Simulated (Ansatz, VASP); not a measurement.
**YTl in VASP and in Ansatz**

```
CELL_PARAMETERS angstrom
3.75100 0.00000 0.00000
0.00000 3.75100 0.00000
0.00000 0.00000 3.75100
ATOMIC_POSITIONS crystal
Y 0.50000 0.50000 0.50000
Tl 0.01333 0.00000 0.00000
```

Change from the starting cell: all Tl atoms moved -0.050 Å, as atom 2 towards its neighbour atom 2 (Tl) at 3.751 Å.

Alike in both runs: task single point; functional LDA; k mesh 12 × 12 × 12; occupations gaussian, width 0.15 eV; no spin polarisation.

|  | VASP | Ansatz |
| --- | --- | --- |
| version | VASP 6.6.1 | Ansatz 0.2.0 |
| potentials or method | VASP PAW LDA potentials, release 64 (Y_sv, Tl_d) | scalar-relativistic, plane waves, PAW |
| plane-wave cutoff (eV) | 520 | 420 |
| valence electrons in the cell | 24 | 24 |

|  | VASP | Ansatz | Ansatz less VASP |
| --- | --- | --- | --- |
| gap on the k mesh at the Fermi level (eV) | none | none | - |
| pressure (GPa) | -2.8 | -2.9 | -0.06 |
| rms of the force components (eV/Å) | 0.059 | 0.058 | -0.0007 |

Atom by atom the forces differ by 0.001 eV/Å (rms over components). A gap of «none» marks a metal or a gap that the smearing closes.

Spin-orbit coupling is left out, which matters for the levels of Tl.
